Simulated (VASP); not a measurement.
# YSi (space group Cmcm): computed properties

Computed with LDA (Ceperley-Alder, Perdew-Zunger), VASP's LDA PAW potentials (set 64) (plane waves; VASP).

For YSi, the space group comes out as Cmcm (63). The cell is a = 4.1954 Å, b = 10.3741 Å, c = 3.7870 Å, α = β = γ = 90.00° and the volume per atom is 20.60 Å^3/atom. The band gap (over mesh and band path) is none (metal, semimetal or under 0.01 eV), the band gap with spin-orbit coupling comes out as none (metallic) and the density is 4.71 g/cm³.

```
YSi
1.0
    2.09772    -5.18704     0.00000
    2.09772     5.18704     0.00000
    0.00000     0.00000     3.78702
Y Si
2 2
Direct
  0.14022   0.85978   0.25000
  0.85978   0.14022   0.75000
  0.42391   0.57609   0.25000
  0.57609   0.42391   0.75000
```

The structure comes from a computed database's YSi entry (Cmcm); how it stands against other phases isn't given here. It was relaxed first, which changed the volume by -5 %. Symmetry was kept, so distortions that lower it aren't found.
